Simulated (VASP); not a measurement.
# SnMo (Pm-3m) in VASP: notebook

One crystal, SnMo, is run at these levels: PBE; tasks: single point, relaxation of cell and atoms.

All numbers are computed with VASP 6.6.1; they aren't measurements. Logs are shortened: lines on timing, memory, paths and dates and some standing lists are left out, and cuts for length are marked.

## 1. The cell of the first run

It takes space group Pm-3m (No. 221, cubic). The conventional cell has a = 3.335 Å, b = 3.335 Å, c = 3.335 Å, α = 90.00°, β = 90.00°, γ = 90.00°. Sn (site symmetry m-3m) has 8 Mo at 2.89 Å as nearest neighbours. Around Mo (site symmetry m-3m) lie 8 Sn at 2.89 Å.

The cell was built by a generator and needn't be a form met in nature.

## 2. Single point, PBE (random cell by space group and Wyckoff sites (Pm-3m, No. 221))

INCAR reads:

```
PREC     = Accurate       # precision mode
ENCUT    = 520            # plane-wave cutoff, eV
EDIFF    = 1E-6           # SCF threshold, eV
ISMEAR   = 0              # smearing method
SIGMA    = 0.1            # smearing width, eV
LREAL    = F              # projectors in reciprocal space
LASPH    = T              # aspherical terms in the spheres
NELM     = 100            # most SCF steps
ALGO     = Fast           # electronic algorithm
ISIF     = 2              # what is computed and relaxed
LWAVE    = F              # write WAVECAR
LCHARG   = F              # write CHGCAR
GGA      = PE             # functional
NBANDS   = 21             # bands
```

KPOINTS reads:

```
Automatic mesh
0
Gamma
  6 6 6
```

POSCAR reads:

```
SnMo
1.0
    3.3347384768      0.0000000000      0.0000000000
    0.0000000000      3.3347384768      0.0000000000
    0.0000000000      0.0000000000      3.3347384768
Sn Mo
1 1
Direct
    0.5000000000      0.5000000000      0.5000000000
    0.0000000000      0.0000000000      0.0000000000
```

Potentials or basis: VASP PAW PBE potentials, release 64 (Sn_d, Mo_sv).

Run with:

```sh
cat potpaw_PBE.64/Sn_d/POTCAR potpaw_PBE.64/Mo_sv/POTCAR > POTCAR
mpirun -np 1 vasp_std > vasp.out
```

OUTCAR:

```text
PREC = Accurate
   ENCUT = 520
   EDIFF = 1E-6
   ISMEAR = 0
   LREAL = F
   LASPH = T
   NELM = 100
   ISIF = 2
   GGA = PE

 ion  position               nearest neighbor table
   1  0.500  0.500  0.500-   2 2.89   2 2.89   2 2.89   2 2.89   2 2.89   2 2.89   2 2.89   2 2.89

   2  0.000  0.000  0.000-   1 2.89   1 2.89   1 2.89   1 2.89   1 2.89   1 2.89   1 2.89   1 2.89

  LATTYP: Found a simple cubic cell.
 ALAT       =     3.3347384768

  Lattice vectors:

 A1 = (   3.3347384768,   0.0000000000,   0.0000000000)
 A2 = (   0.0000000000,   3.3347384768,   0.0000000000)
 A3 = (   0.0000000000,   0.0000000000,   3.3347384768)

Analysis of symmetry for initial positions (statically):
=====================================================================
 Subroutine PRICEL returns:
 Original cell was already a primitive cell.

 Routine SETGRP: Setting up the symmetry group for a
 simple cubic supercell.

 Subroutine GETGRP returns: Found 48 space group operations
 (whereof 48 operations were pure point group operations)
 out of a pool of 48 trial point group operations.

The static configuration has the point symmetry O_h .

Analysis of symmetry for dynamics (positions and initial velocities):
=====================================================================
 Subroutine PRICEL returns:
 Original cell was already a primitive cell.

 Routine SETGRP: Setting up the symmetry group for a
 simple cubic supercell.

 Subroutine GETGRP returns: Found 48 space group operations
 (whereof 48 operations were pure point group operations)
 out of a pool of 48 trial point group operations.

The dynamic configuration has the point symmetry O_h .

 Subroutine INISYM returns: Found 48 space group operations
 (whereof 48 operations are pure point group operations),
 and found     1 'primitive' translations

----------------------------------------------------------------------------------------

                                     Primitive cell

  volume of cell :      37.0839

  direct lattice vectors                    reciprocal lattice vectors
     3.334738477  0.000000000  0.000000000     0.299873590  0.000000000  0.000000000
     0.000000000  3.334738477  0.000000000     0.000000000  0.299873590  0.000000000
     0.000000000  0.000000000  3.334738477     0.000000000  0.000000000  0.299873590

  length of vectors
[... 75 lines left out ...]
   ENCUT  =  520.0 eV  38.22 Ry    6.18 a.u.   6.20  6.20  6.20*2*pi/ulx,y,z
   NELM   =    100;   NELMIN=  2; NELMDL= -5     # of ELM steps
   EDIFF  = 0.1E-05   stopping-criterion for ELM
   LREAL  =      F    real-space projection
   EDIFFG = 0.1E-04   stopping-criterion for IOM
   NSW    =      0    number of steps for IOM
   IBRION =     -1    ionic relax: 0-MD 1-quasi-New 2-CG
   NFREE  =      0    steps in history (QN), initial steepest desc. (CG)
   ISIF   =      2    stress and relaxation
   ISYM   =      2    0-nonsym 1-usesym 2-fastsym
   POTIM  = 0.5000    time-step for ionic-motion
   TEBEG  =    0.0;   TEEND  =   0.0 temperature during run
   PSTRESS=    0.0 pullay stress
   NELECT =      28.0000    total number of electrons
   NUPDOWN=      -1.0000    fix difference up-down
   EMIN   =  10.00;   EMAX   =-10.00  energy-range for DOS
   EFERMI =   0.00;   METHOD = LEGACY
   ISMEAR =     0;   SIGMA  =   0.10  broadening in eV -4-tet -1-fermi 0-gaus
   EFERMI_NEDOS =   21; number of points for ismear=-14 and -15
   IALGO  =     68    algorithm
   IMIX   =      4    mixing-type and parameters
     AMIX     =   0.40;   BMIX     =  1.00
     AMIX_MAG =   1.60;   BMIX_MAG =  1.00
  volume/ion in A,a.u.               =      18.54       125.13
  Fermi-wavevector in a.u.,A,eV,Ry     =   1.490730  2.817072 30.235909  2.222277
  Thomas-Fermi vector in A             =   2.603475
   LORBIT       =      0    0 simple, 1 ext, 2 COOP (PROOUT), +10 PAW based schemes
   GGA     = PE    functional components
   LHFCALC =     F    Hartree Fock is set to
   AEXX    =    0.0000 exact exchange contribution
   IVDW    =     0    specifies the selected vdW correction
   LEPSILON=     F    determine dielectric tensor
   LRPA    =     F    only Hartree local field effects (RPA)
 non-spin polarized calculation
 RMM-DIIS sequential band-by-band and
 Gauss-broadening in eV      SIGMA  =   0.10
  energy-cutoff  :      520.00
  volume of cell :       37.08
 maximum number of plane-waves:      1021
 NGX is ok and might be reduce to    28
   NGX = 13   NGY = 13   NGZ = 13

 number of electron      28.0000006 magnetization

 Free energy of the ion-electron system (eV)
  ---------------------------------------------------
  ext. energy  EPLUGINS =         0.00000000
  ---------------------------------------------------
  free energy    TOTEN  =       -13.89452198 eV

  energy without entropy =      -13.86545345  energy(sigma->0) =      -13.87998771

 E-fermi :  11.4460     XC(G=0): -12.3461

 val. band max:       11.4237190547   @ k =   0.3333   0.3333   0.1667
 cond. band min:      11.4539319430   @ k =   0.5000   0.3333   0.0000
 fundamental gap:      0.0302128883
 Fermi energy:        11.4460307316

 k-point     1 :       0.0000    0.0000    0.0000
  band No.  band energies     occupation
      1     -49.2654      2.00000
      2     -23.3133      2.00000
      3     -23.3133      2.00000
      4     -23.3133      2.00000
      5      -9.7390      2.00000
      6      -9.7390      2.00000
[... 469 lines left out ...]
     20      17.7850      0.00000
     21      17.7850      0.00000

------------------------ aborting loop because EDIFF is reached ----------------------------------------

  FORCE on cell =-STRESS in cart. coord.  units (eV):
  Direction    XX          YY          ZZ          XY          YZ          ZX
  --------------------------------------------------------------------------------------
  -------------------------------------------------------------------------------------
  Total       -0.0219361     -0.0219361     -0.0219361      0.0000000      0.0000000     -0.0000000
  in kB       -0.9477283     -0.9477283     -0.9477283      0.0000000      0.0000000     -0.0000000
  external PRESSURE =      -0.9477283 kB  Pullay stress =       0.0000000 kB

 VOLUME and BASIS-vectors are now :
 -----------------------------------------------------------------------------
  energy-cutoff  :      520.00
  volume of cell :       37.08
      direct lattice vectors                 reciprocal lattice vectors
     3.334738477  0.000000000  0.000000000     0.299873590  0.000000000  0.000000000
     0.000000000  3.334738477  0.000000000     0.000000000  0.299873590  0.000000000
     0.000000000  0.000000000  3.334738477     0.000000000  0.000000000  0.299873590

 POSITION                                       TOTAL-FORCE (eV/Angst)
 -----------------------------------------------------------------------------------
      1.66737      1.66737      1.66737         0.000000      0.000000      0.000000
      0.00000      0.00000      0.00000         0.000000      0.000000      0.000000
 -----------------------------------------------------------------------------------
    total drift:                                0.000000      0.000000      0.000000

  FREE ENERGIE OF THE ION-ELECTRON SYSTEM (eV)
  ---------------------------------------------------
  free  energy   TOTEN  =       -13.8945219765 eV

  energy  without entropy=      -13.8654534495  energy(sigma->0) =      -13.87998771
```

Wall time 18 s (1 thread of Intel Xeon Platinum 8559C (Emerald Rapids), shared host); peak memory 0.15 GiB.

Results:

```yaml
Free_energy: -13.8945 eV
Pressure: -0.1 GPa
Band_gap_on_the_k_mesh: none (metal or under the smearing width)
```

Levels at points of the mesh, in eV from the Fermi level:
```
           k point  band 11  band 12  band 13  band 14  band 15  band 16  band 17  band 18
(0.00, 0.00, 0.00)    -2.38    -2.38     0.84     0.84     0.84     2.76     2.76     2.76
(0.50, 0.00, 0.00)    -6.19    -2.02    -1.46    -1.46     0.84     2.19     7.41     8.78
(0.50, 0.50, 0.00)    -3.03    -3.03    -2.15    -0.22    -0.22     1.99     3.28     4.55
(0.50, 0.50, 0.50)    -4.63    -4.63    -3.48     2.08     2.08     3.56     3.56     3.56
```

## 3. Relaxation of cell and atoms, PBE (random cell by space group and Wyckoff sites (Pm-3m, No. 221))

INCAR reads:

```
SYSTEM = SnMo
PREC = Accurate ; ENCUT = 600
EDIFF = 1E-7 ; ISMEAR = 0
SIGMA = 0.1 ; LREAL = .FALSE.
LASPH = .TRUE. ; NELM = 100
ALGO = Normal ; ISIF = 3
LWAVE = .FALSE. ; LCHARG = .FALSE.
GGA = PE ; IBRION = 2
NSW = 90 ; EDIFFG = -0.04
```

KPOINTS reads:

```
regular mesh
0
G
  6 6 6
  0 0 0
```

POSCAR reads:

```
SnMo
1.0
    3.6045436900      0.0000000000      0.0000000000
    0.0000000000      3.6045436900      0.0000000000
    0.0000000000      0.0000000000      3.6045436900
Sn Mo
1 1
Direct
    0.5000000000      0.5000000000      0.5000000000
    0.0000000000      0.0000000000      0.0000000000
```

Potentials or basis: VASP PAW PBE potentials, release 64 (Sn_d, Mo_sv).

Run with:

```sh
cat potpaw_PBE.64/Sn_d/POTCAR potpaw_PBE.64/Mo_sv/POTCAR > POTCAR
mpirun -np 1 vasp_std > vasp.out
```

It took 60 s on 1 thread of Intel Xeon Platinum 8559C (Emerald Rapids), shared host; peak memory 0.18 GiB.

Results (log left out):

| Item | Value |
| --- | --- |
| Free energy | -13.8971 eV |
| Relaxed volume | 18.57 Å³/atom |
| Relaxed cell | a = 3.337 Å, b = 3.337 Å, c = 3.337 Å, α = 90.00°, β = 90.00°, γ = 90.00° |
| Space group after relaxing (to 0.05 Å) | Pm-3m (No. 221) |
| Energy gained by relaxing | 390.1 meV/atom |
| Ionic steps | 4 |
| Pressure after relaxing | -0.3 GPa |
| Band gap on the k mesh | none (metal or under the smearing width) |

The path:
```csv
step,energy change (eV),largest force (eV/Å),pressure (GPa),volume (Å³)
1,0.0000,0.0000,-20.36,46.83
2,0.3096,0.0000,57.54,29.42
3,-0.7792,0.0000,-1.24,37.37
4,-0.7803,0.0000,-0.33,37.15
```

Final structure:
```xyz
2
Lattice="3.3366 0.0000 0.0000 0.0000 3.3366 0.0000 0.0000 0.0000 3.3366" Properties=species:S:1:pos:R:3 pbc="T T T"
Sn    1.6683    1.6683    1.6683
Mo    0.0000    0.0000    0.0000
```

Levels at points of the mesh, in eV from the Fermi level:
```csv
k point,band 11,band 12,band 13,band 14,band 15,band 16,band 17,band 18
"(0.00, 0.00, 0.00)",-2.38,-2.38,0.84,0.84,0.84,2.76,2.76,2.76
"(0.50, 0.00, 0.00)",-6.18,-2.02,-1.46,-1.46,0.83,2.18,7.41,8.76
"(0.50, 0.50, 0.00)",-3.03,-3.03,-2.14,-0.22,-0.22,1.98,3.27,4.53
"(0.50, 0.50, 0.50)",-4.62,-4.62,-3.48,2.08,2.08,3.55,3.55,3.55
```

Caveat: the volume moved by over 15 % at a fixed basis, so the end points are rough.
